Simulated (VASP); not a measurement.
Computed with PBE GGA, VASP's PBE PAW potentials (set 64) (plane waves; VASP).

VASP ran on this input.

**INCAR**
```
ALGO = Normal
EDIFF = 1E-7
ENCUT = 520
GGA = PE
ICHARG = 11
ISMEAR = 0
LASPH = T
LCHARG = F
LMAXMIX = 6
LORBIT = 11
LREAL = F
LWAVE = F
NELM = 100
PREC = Accurate
SIGMA = 0.05
SYSTEM = WS2
```

KPOINTS:
```
k-points along high-symmetry lines
10
Line-mode
Reciprocal
  0.000000   0.000000   0.000000 ! GAMMA
  0.000000   0.500000   0.000000 ! M

  0.000000   0.500000   0.000000 ! M
 -0.333333   0.666667   0.000000 ! K

 -0.333333   0.666667   0.000000 ! K
  0.000000   0.000000   0.000000 ! GAMMA

  0.000000   0.000000   0.000000 ! GAMMA
  0.000000   0.000000   0.500000 ! A

  0.000000   0.000000   0.500000 ! A
  0.000000   0.500000   0.500000 ! L

  0.000000   0.500000   0.500000 ! L
 -0.333333   0.666667   0.500000 ! H

 -0.333333   0.666667   0.500000 ! H
  0.000000   0.000000   0.500000 ! A

  0.000000   0.500000   0.500000 ! L
  0.000000   0.500000   0.000000 ! M

 -0.333333   0.666667   0.500000 ! H
 -0.333333   0.666667   0.000000 ! K
```

POSCAR:
```
WS2
1
    1.5932944027    -2.7596668343     0.0000000000
    1.5932944027     2.7596668343     0.0000000000
   -0.0000000000    -0.0000000000    13.8041827859
W S
2 4
Direct
  0.3333330000   0.6666670000   0.2500000000
  0.6666670000   0.3333330000   0.7500000000
  0.3333330000   0.6666670000   0.8638515692
  0.6666670000   0.3333330000   0.3638515692
  0.6666670000   0.3333330000   0.1361484308
  0.3333330000   0.6666670000   0.6361484308
```

POTCAR, in this order: W_sv S (PBE.64 set). Program: vasp_std. Read from the step before: CHGCAR.

The run wrote:

**OUTCAR**
```
 ion  position               nearest neighbor table
   1  0.333  0.667  0.250-   4 2.42   5 2.42   4 2.42   5 2.42   4 2.42   5 2.42
   2  0.667  0.333  0.750-   3 2.42   6 2.42   3 2.42   6 2.42   3 2.42   6 2.42
   3  0.333  0.667  0.864-   2 2.42   2 2.42   2 2.42
   4  0.667  0.333  0.364-   1 2.42   1 2.42   1 2.42
   5  0.667  0.333  0.136-   1 2.42   1 2.42   1 2.42
   6  0.333  0.667  0.636-   2 2.42   2 2.42   2 2.42
  LATTYP: Found a hexagonal cell.
 ALAT       =     3.1865887858
 C/A-ratio  =     4.3319623942
 Subroutine PRICEL returns:
 Original cell was already a primitive cell.
 Subroutine GETGRP returns: Found 24 space group operations
The static configuration has the point symmetry D_3d.
 The point group associated with its full space group is D_6h.
The dynamic configuration has the point symmetry D_3d.
 Subroutine INISYM returns: Found 24 space group operations
   k-points           NKPTS =     90   k-points in BZ     NKDIM =     90   number of bands    NBANDS=     31
   number of dos      NEDOS =    301   number of ions     NIONS =      6
   total plane-waves  NPLWV =  62208
   dimension x,y,z NGX =    24 NGY =   24 NGZ =  108
   dimension x,y,z NGXF=    48 NGYF=   48 NGZF=  216
   ions per type =               2   4
   PREC   = accura    normal or accurate (medium, high low for compatibility)
   ISTART =      0    job   : 0-new  1-cont  2-samecut
...
```

OSZICAR:
```
       N       E                     dE             d eps       ncg     rms          rms(c)
DAV:   1     0.518632071435E+03    0.51863E+03   -0.29136E+04  6308   0.164E+03
DAV:   2    -0.125016857379E+02   -0.53113E+03   -0.51909E+03  6624   0.436E+02
DAV:   3    -0.450689802854E+02   -0.32567E+02   -0.32068E+02  7151   0.974E+01
DAV:   4    -0.459984319035E+02   -0.92945E+00   -0.92672E+00  6976   0.169E+01
DAV:   5    -0.460281466504E+02   -0.29715E-01   -0.29704E-01  7363   0.297E+00
DAV:   6    -0.460290132609E+02   -0.86661E-03   -0.86636E-03  7127   0.542E-01
DAV:   7    -0.460290512448E+02   -0.37984E-04   -0.37979E-04  7586   0.108E-01
DAV:   8    -0.460290526660E+02   -0.14212E-05   -0.14211E-05  7151   0.209E-02
DAV:   9    -0.460290527437E+02   -0.77755E-07   -0.77725E-07  5835   0.446E-03
   1 F= -.46029053E+02 E0= -.46029053E+02  d E =-.324568E-30
```

OUTCAR:
```
 val. band max:        5.6156894191   @ k =   0.0000   0.0000   0.0000

 cond. band min:       7.1216425742   @ k =  -0.1852   0.3704   0.0000



 k-point     1 :       0.0000    0.0000    0.0000
  band No.  band energies     occupation
      1     -68.7352      2.00000
      2     -68.7352      2.00000
      3     -32.9645      2.00000
      4     -32.9645      2.00000
      5     -32.8187      2.00000
      6     -32.8187      2.00000
      7     -32.8187      2.00000
      8     -32.8187      2.00000
      9      -9.4416      2.00000
     10      -9.3915      2.00000
     11      -7.8557      2.00000
     12      -7.7539      2.00000
     13      -1.2172      2.00000
     14      -0.8587      2.00000
     15       2.4719      2.00000
     16       2.4719      2.00000
     17       2.4742      2.00000
     18       2.4742      2.00000
     19       2.6990      2.00000
     20       3.6881      2.00000
     21       3.6882      2.00000
     22       3.6970      2.00000
     23       3.6971      2.00000
     24       3.7419      2.00000
     25       4.9580      2.00000
     26       5.6157      2.00000
     27       8.1756      0.00000
     28       8.1784      0.00000
     29       8.1850      0.00000
     30       8.2024      0.00000
     31       8.3093      0.00000

 k-point     2 :       0.0000    0.0556    0.0000
  band No.  band energies     occupation
      1     -68.7347      2.00000
      2     -68.7347      2.00000
      3     -32.9627      2.00000
      4     -32.9627      2.00000
      5     -32.8288      2.00000
      6     -32.8288      2.00000
      7     -32.8211      2.00000
      8     -32.8211      2.00000
      9      -9.3909      2.00000
     10      -9.3408      2.00000
     11      -7.8361      2.00000
     12      -7.7358      2.00000
     13      -1.1559      2.00000
     14      -0.7974      2.00000
     15       2.3339      2.00000
     16       2.3371      2.00000
     17       2.5213      2.00000
     18       2.5242      2.00000
...
```

The density is held fixed in this step, so its total energy and stress have no physical meaning. Without a dispersion term in the relaxation, distances and binding between the weakly bound layers, chains or molecules are unreliable, and so is what depends on them. Unless said otherwise, spin-orbit coupling is left out, though it shifts the bands of the heavy elements here.

The compound is WS2 in the 2H layered structure. It was relaxed first, which changed the volume by +15 %.
